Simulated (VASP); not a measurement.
A convergence study with VASP on LiH (space group Fm-3m): one setting is varied, all else stays as given below, so the limit is that of these other settings.

```
CELL_PARAMETERS angstrom
      0.00000     2.05020     2.05020
      2.05020     0.00000     2.05020
      2.05020     2.05020     0.00000
ATOMIC_POSITIONS crystal
  Li 0.00000 0.00000 0.00000
  H  0.50000 0.50000 0.50000
```

Calculation: PBE GGA, VASP's PBE PAW potentials (set 64) (plane waves; VASP). The tightest run used: 400 eV cut-off, 11×11×11 Γ-centred mesh, Gaussian smearing of 0.010 eV, potentials Li_sv H.

The settings run are 4×4×4 mesh; 5×5×5 mesh; 6×6×6 mesh; 7×7×7 mesh; 9×9×9 mesh; 11×11×11 mesh. From which on does the mean ε∞ stay within 0.3  of the tightest run?

From 5×5×5 mesh on: it is off by 0.09 there and by no more than 0.3 in any finer run, while 4×4×4 mesh is off by 1.23.
| setting | mean ε∞ | highest Γ mode (cm⁻¹) | irreducible k-points | difference judged () |
|---|---|---|---|---|
| 4×4×4 mesh | 5.49 | 474.0 | 8 | 1.23 |
| 5×5×5 mesh | 4.35 | 530.9 | 10 | 0.09 |
| 6×6×6 mesh | 4.49 | 518.5 | 16 | 0.23 |
| 7×7×7 mesh | 4.32 | 529.5 | 20 | 0.06 |
| 9×9×9 mesh | 4.27 | 523.8 | 35 | 0.02 |
| 11×11×11 mesh | 4.26 | 523.1 | 56 | 0.00 |

Left out are rungs that failed or repeat a setting and relaxations that didn't move; long series are thinned to 24 rows.

The structure is a typed LiH crystal (space group no. 225). The cell was not relaxed at this level.
